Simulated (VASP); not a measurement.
Zr3PdSe4:

```
Zr Pd Se
1.0
     7.41412    0.00000    0.00000
    -3.70706    6.42082    0.00000
     0.00000    0.00000    6.91300
Zr Pd Se
6 2 8
Direct
  0.50000 0.50000 0.00000
  0.50000 0.50000 0.50000
  0.00000 0.50000 0.50000
  0.00000 0.50000 0.00000
  0.50000 0.00000 0.00000
  0.50000 0.00000 0.50000
  0.00000 0.00000 0.50000
  0.00000 0.00000 0.00000
  0.33333 0.66667 0.75000
  0.16736 0.83264 0.25000
  0.83264 0.16736 0.75000
  0.16736 0.33472 0.25000
  0.83264 0.66528 0.75000
  0.66528 0.83264 0.25000
  0.33472 0.16736 0.75000
  0.66667 0.33333 0.25000
```

The cell was built by a generator and needn't be a form met in nature.

| Property | Result |
| --- | --- |
| Program | VASP 6.6.1 |
| Task | relaxation of cell and atoms |
| Functional | PBE |
| Potentials or basis | VASP PAW PBE potentials, release 64 (Zr_sv, Pd, Se) |
| Cutoff | 520 eV |
| k mesh | 6 × 6 × 4 |
| Occupations | gaussian, width 0.1 eV |
| Spin | no spin polarisation |

At the start: pressure -0.3 GPa; volume 20.57 Å³/atom.

Problem. How do energy, volume and symmetry change on relaxing?

Solution. Over 12 steps the energy falls by 6.7 meV/atom and the volume is 20.27 Å³/atom (-1.5 %); space group P6_3/mmc (No. 194, to 0.05 Å).

The path:
```
step  energy change (eV)  largest force (eV/Å)  pressure (GPa)  volume (Å³)
   1              0.0000                0.0657           -0.28       329.09
   2             -0.0323                0.0323            0.06       327.37
   3             -0.0846                0.0981            1.15       322.06
   4             -0.1003                0.0969            0.50       323.39
   5             -0.1037                0.0960            0.04       324.38
   6             -0.1037                0.0960            0.06       324.33
   7             -0.1046                0.0789            0.03       324.42
   8             -0.1063                0.0274           -0.06       324.66
   9             -0.1064                0.0101           -0.09       324.74
  10             -0.1065                0.0061            0.01       324.40
  11             -0.1066                0.0049            0.04       324.30
  12             -0.1067                0.0005            0.02       324.30
```

Final structure:
```
CELL_PARAMETERS angstrom
7.22966 0.00000 0.00000
-3.61483 6.26107 0.00000
0.00000 0.00000 7.16446
ATOMIC_POSITIONS crystal
Zr 0.50000 0.50000 0.00000
Zr 0.50000 0.50000 0.50000
Zr 0.00000 0.50000 0.50000
Zr 0.00000 0.50000 0.00000
Zr 0.50000 0.00000 0.00000
Zr 0.50000 0.00000 0.50000
Pd 0.00000 0.00000 0.50000
Pd 0.00000 0.00000 0.00000
Se 0.33333 0.66667 0.75000
Se 0.16754 0.83246 0.25000
Se 0.83246 0.16754 0.75000
Se 0.16754 0.33507 0.25000
Se 0.83246 0.66493 0.75000
Se 0.66493 0.83246 0.25000
Se 0.33507 0.16754 0.75000
Se 0.66667 0.33333 0.25000
```
